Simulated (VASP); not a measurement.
Given:

```
CELL_PARAMETERS angstrom
      0.00000     3.72849     3.72849
      3.72849     0.00000     3.72849
      3.72849     3.72849     0.00000
ATOMIC_POSITIONS crystal
  K  0.25000 0.25000 0.25000
  K  0.75000 0.75000 0.75000
  S  0.00000 0.00000 0.00000
```

All values below come from PBE GGA, VASP's PBE PAW potentials (set 64) (plane waves; VASP). Settings: 520 eV cut-off, Gaussian smearing of 0.050 eV, potentials K_sv S.

What does the run give for the band gap (along the path) with the smallest direct gap where there is one?

```
Quantity                                Value
------------------------------------  -------
band gap (along the path)             2.33 eV
smallest direct gap (along the path)  2.50 eV
```

Only differences to runs with the same potentials and settings are physical.

The compound is K2S in the antifluorite structure. It was relaxed first.
